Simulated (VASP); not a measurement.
VASP input:

### INCAR
```
SYSTEM = PbO
PREC = Accurate
ENCUT = 520
EDIFF = 1E-7
NELM = 100
ALGO = Normal
LREAL = .FALSE.
LASPH = .TRUE.
ISMEAR = -5
GGA = PS
LMAXMIX = 4
LWAVE = .FALSE.
LCHARG = .TRUE.
LORBIT = 11
NEDOS = 601
ISIF = 2
```

POSCAR:
```
PbO
3.9397160
  0.0000000000   0.7071067390   0.7071067390
  0.7071067390   0.0000000000   0.7071067390
  0.7071067390   0.7071067390   0.0000000000
Pb O
1 1
Cartesian
  0.0000000000   0.0000000000   0.0000000000
  0.3535533695   0.3535533695   0.3535533695
```

### KPOINTS
```
Automatic mesh
0
Gamma
9 9 9
0 0 0
```

POTCAR, in this order: Pb_d O (PBE.64 set). Program: vasp_std.

Task: Translate this PBEsol calculation to Quantum ESPRESSO's pw.x.

Result: One equivalent input (not run):
```
&CONTROL
  calculation = 'scf'
  pseudo_dir = './pseudo'
  outdir = './out'
  tprnfor = .true.
  tstress = .true.
/
&SYSTEM
  ibrav = 0
  nat = 2
  ntyp = 2
  ecutwfc = 84
  occupations = 'tetrahedra'
  input_dft = 'pbesol'
/
&ELECTRONS
  conv_thr = 7.3e-09
  electron_maxstep = 100
/
ATOMIC_SPECIES
  Pb 207.200 Pb.upf
  O 15.999 O.upf
CELL_PARAMETERS angstrom
     0.0000000    2.7857997    2.7857997
     2.7857997    0.0000000    2.7857997
     2.7857997    2.7857997    0.0000000
ATOMIC_POSITIONS crystal
  Pb   0.0000000  0.0000000  0.0000000
  O    0.2500000  0.2500000  0.2500000
K_POINTS automatic
  9 9 9 0 0 0
```
Limits of the translation: the potentials are each code's own (VASP's PAW set, PseudoDojo norm-conserving files in pw.x), so ENCUT and ecutwfc are chosen apart and not converted; conv_thr bounds pw.x's estimated SCF error, while EDIFF bounds the energy change between steps.

The structure was generated: PbO was put into the zinc blende type (F-43m), which need not be its known phase. It was relaxed first, which changed the volume by +47 %.
